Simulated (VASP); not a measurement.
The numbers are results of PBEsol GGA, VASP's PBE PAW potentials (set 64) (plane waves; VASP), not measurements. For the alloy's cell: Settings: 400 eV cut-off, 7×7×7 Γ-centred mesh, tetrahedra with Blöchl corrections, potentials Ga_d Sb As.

| end member | E (eV/atom) | V (Å³/atom) | gap (eV) |
|---|---|---|---|
| GaAs (zinc blende) | -4.5444 | 22.63 | 0.44 |
| GaSb (zinc blende) | -4.0769 | 28.50 | 0.02 |

An ordered cell with a fraction 0.75 of the second end member relaxes to

```xyz
8
Lattice="5.9982 0.0000 0.0000 0.0000 5.9982 0.0000 0.0000 0.0000 5.9982" Properties=species:S:1:pos:R:3 pbc="T T T"
Ga     0.0539     5.9443     5.9443
Ga     2.9452     3.0530     5.9443
Ga     2.9452     5.9443     3.0530
Ga     0.0539     3.0530     3.0530
Sb     1.4996     1.4996     1.4996
Sb     4.4987     4.4987     1.4996
Sb     4.4987     1.4996     4.4987
As     1.4996     4.4987     4.4987
```

Unless said otherwise, spin-orbit coupling is left out, though it shifts the bands of the heavy elements here.

Task: Estimate the mixing energy, the deviation from a linear volume and the gap.

Result: Its energy is -4.1724 eV/atom, so the mixing energy is 21 meV/atom. The volume of 26.98 Å³/atom lies -0.2 % from the linear mean. The cell is without a gap at this level.
